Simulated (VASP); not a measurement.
Output of a VASP run:

### OUTCAR
```
 ion  position               nearest neighbor table
   1  0.235  0.235  0.232-   2 2.94   2 2.94   2 2.95   2 3.41   2 3.42   2 3.42
   2  0.768  0.768  0.768-   1 2.94   1 2.94   1 2.95   1 3.41   1 3.42   1 3.42
  LATTYP: Found a trigonal (rhomboedric) cell.
 ALAT       =     4.5859831361
 COS(alpha) =     0.5492809754
 Subroutine PRICEL returns:
 Original cell was already a primitive cell.
 Subroutine GETGRP returns: Found  4 space group operations
The static configuration has the point symmetry C_1h.
 The point group associated with its full space group is C_2h.
The dynamic configuration has the point symmetry C_1h.
 Subroutine INISYM returns: Found  4 space group operations
 Subroutine IBZKPT returns following result:
 Found    150 irreducible k-points:

 Following reciprocal coordinates:
            Coordinates               Weight
  0.000000  0.000000  0.000000      1.000000
  0.125000  0.000000  0.000000      4.000000
 -0.000000 -0.000000  0.125000      2.000000
  0.250000  0.000000  0.000000      4.000000
 -0.000000 -0.000000  0.250000      2.000000
  0.375000  0.000000  0.000000      4.000000
 -0.000000 -0.000000  0.375000      2.000000
  0.500000  0.000000  0.000000      2.000000
 -0.000000 -0.000000  0.500000      1.000000
  0.125000  0.125000  0.000000      2.000000
 -0.125000  0.000000 -0.125000      4.000000
  0.250000  0.125000  0.000000      4.000000
 -0.250000  0.000000 -0.125000      4.000000
  0.125000  0.000000  0.250000      4.000000
  0.375000  0.125000  0.000000      4.000000
 -0.375000 -0.000000 -0.125000      4.000000
  0.125000 -0.000000  0.375000      4.000000
  0.500000  0.125000  0.000000      4.000000
  0.500000  0.000000 -0.125000      4.000000
  0.125000  0.000000  0.500000      4.000000
 -0.375000  0.125000 -0.000000      4.000000
  0.375000  0.000000 -0.125000      4.000000
  0.125000  0.000000 -0.375000      4.000000
 -0.250000  0.125000  0.000000      4.000000
  0.250000  0.000000 -0.125000      4.000000
  0.125000  0.000000 -0.250000      4.000000
 -0.125000  0.125000  0.000000      2.000000
  0.125000 -0.000000 -0.125000      4.000000
  0.250000  0.250000  0.000000      2.000000
 -0.250000  0.000000 -0.250000      4.000000
  0.375000  0.250000  0.000000      4.000000
 -0.375000 -0.000000 -0.250000      4.000000
  0.250000  0.000000  0.375000      4.000000
  0.500000  0.250000  0.000000      4.000000
  0.500000  0.000000 -0.250000      4.000000
  0.250000  0.000000  0.500000      4.000000
 -0.375000  0.250000  0.000000      4.000000
  0.375000  0.000000 -0.250000      4.000000
  0.250000  0.000000 -0.375000      4.000000
 -0.250000  0.250000  0.000000      2.000000
   k-points           NKPTS =    150   k-points in BZ     NKDIM =    150   number of bands    NBANDS=      9
   number of dos      NEDOS =    301   number of ions     NIONS =      2
   total plane-waves  NPLWV =  46656
   dimension x,y,z NGX =    36 NGY =   36 NGZ =   36
   dimension x,y,z NGXF=    72 NGYF=   72 NGZF=   72
   ions per type =               2
   PREC   = accura    normal or accurate (medium, high low for compatibility)
   ISTART =      0    job   : 0-new  1-cont  2-samecut
   ICHARG =      2    charge: 1-file 2-atom 10-const
   ISPIN  =      1    spin polarized calculation?
   LNONCOLLINEAR =      F non collinear calculations
   LSORBIT =      F    spin-orbit coupling
   INIWAV =      1    electr: 0-lowe 1-rand  2-diag
   ENCUT  =  480.0 eV  35.28 Ry    5.94 a.u.   8.19  8.19  8.19*2*pi/ulx,y,z
   NELM   =    100;   NELMIN=  2; NELMDL= -5     # of ELM steps
   EDIFF  = 0.1E-06   stopping-criterion for ELM
   LREAL  =      F    real-space projection
   NLSPLINE    = F    spline interpolate recip. space projectors
   LMAXMIX     =    4 max onsite mixed and CHGCAR
   VOSKOWN=      0    Vosko Wilk Nusair interpolation
   EDIFFG = 0.1E-05   stopping-criterion for IOM
   NSW    =      0    number of steps for IOM
...
```

**OSZICAR**
```
       N       E                     dE             d eps       ncg     rms          rms(c)
DAV:   1    -0.669561189037E+01   -0.66956E+01   -0.36938E+03  2700   0.850E+02
DAV:   2    -0.510742354916E+02   -0.44379E+02   -0.43241E+02  3833   0.124E+02
DAV:   3    -0.526458666135E+02   -0.15716E+01   -0.15609E+01  3237   0.288E+01
DAV:   4    -0.526598610835E+02   -0.13994E-01   -0.13988E-01  3278   0.311E+00
DAV:   5    -0.526599751838E+02   -0.11410E-03   -0.11410E-03  3094   0.295E-01    0.248E+00
DAV:   6    -0.513625892837E+02    0.12974E+01   -0.22749E-01  2718   0.396E+00    0.182E+00
DAV:   7    -0.514210874554E+02   -0.58498E-01   -0.50047E-02  2726   0.300E+00    0.834E-01
DAV:   8    -0.513684155469E+02    0.52672E-01   -0.84063E-02  2710   0.308E+00    0.223E-01
DAV:   9    -0.513946744239E+02   -0.26259E-01   -0.12885E-02  2718   0.112E+00    0.829E-02
DAV:  10    -0.513928840485E+02    0.17904E-02   -0.27734E-04  2817   0.163E-01    0.643E-02
DAV:  11    -0.513962016856E+02   -0.33176E-02   -0.36394E-03  2768   0.603E-01    0.839E-03
DAV:  12    -0.513963982355E+02   -0.19655E-03   -0.11890E-04  2899   0.105E-01    0.161E-02
DAV:  13    -0.513964013722E+02   -0.31366E-05   -0.16512E-06  3136   0.118E-02    0.150E-02
DAV:  14    -0.513964234412E+02   -0.22069E-04   -0.87992E-06  2741   0.247E-02    0.570E-03
DAV:  15    -0.513964388231E+02   -0.15382E-04   -0.24948E-05  2803   0.452E-02    0.134E-03
DAV:  16    -0.513964389226E+02   -0.99514E-07   -0.57094E-07  2811   0.645E-03
   1 F= -.51396439E+02 E0= -.51396105E+02  d E =-.667247E-03
```

### OUTCAR
```
------------------------ aborting loop because EDIFF is reached ----------------------------------------
  FORCE on cell =-STRESS in cart. coord.  units (eV):
  Direction    XX          YY          ZZ          XY          YZ          ZX
  --------------------------------------------------------------------------------------
  Total       -0.1142767     -0.1226349     -0.1140520      0.0000000      0.0000000      0.0448675
  in kB       -2.9073953     -3.1200426     -2.9016779      0.0000000      0.0000000      1.1415060
  external PRESSURE =      -2.9763719 kB  Pullay stress =       0.0000000 kB
  volume of cell :       62.97
      direct lattice vectors                 reciprocal lattice vectors
     4.036271844 -2.177059715  0.012724645     0.124187382 -0.229667563 -0.098551537
     4.036271844  2.177059715  0.012724645     0.124187382  0.229667563 -0.098551537
     2.850737043  0.000000000  3.592288668    -0.000879796  0.000000000  0.279072246
 POSITION                                       TOTAL-FORCE (eV/Angst)
 -----------------------------------------------------------------------------------
      2.55689      0.00000      0.83855        -0.121086      0.000000     -0.021378
      8.39139      0.00000      2.77919         0.121086      0.000000      0.021378
 -----------------------------------------------------------------------------------
    total drift:                               -0.000001      0.000000     -0.000000
  FREE ENERGIE OF THE ION-ELECTRON SYSTEM (eV)
  ---------------------------------------------------
  free  energy   TOTEN  =       -51.3964389226 eV

  energy  without entropy=      -51.3957716752  energy(sigma->0) =      -51.39610530
```
(Selected blocks of OUTCAR.)

**POSCAR**
```
Sb
1
    4.0362718445    -2.1770597155     0.0127246453
    4.0362718445     2.1770597155     0.0127246453
    2.8507370433    -0.0000000000     3.5922886675
Sb
2
Direct
  0.2348929231   0.2348929231   0.2317662437
  0.7682117614   0.7682117614   0.7682117614
```

Reconstruct the remaining input files.

Several could match; the one computed here: the input of the run itself, r2SCAN meta-GGA, plane waves, VASP's PBE PAW potentials (set 64).

**KPOINTS**
```
kpoints
0
Gamma
 8 8 8
0 0 0
```

**INCAR**
```
# general
SYSTEM   =  Sb
PREC     =  Accurate
ENCUT    =  480
LREAL    =  .FALSE.
LASPH    =  .TRUE.   # aspherical one-centre terms

# electronic loop
EDIFF    =  1E-7
NELM     =  100
ALGO     =  Normal
LMAXMIX  =  4   # l cut-off of mixed one-centre charges
LMIXTAU  =  .TRUE.

# smearing
ISMEAR   =  0   # Gaussian
SIGMA    =  0.05   # width (eV)

# functional
METAGGA  =  R2SCAN

# ions
ISIF     =  2

# output
LWAVE    =  .FALSE.
LCHARG   =  .FALSE.
```

POTCAR, in this order: Sb (PBE.64 set). Program: vasp_std.

The compound is Sb in the a7 structure. This cell was strained or had an atom moved on purpose.
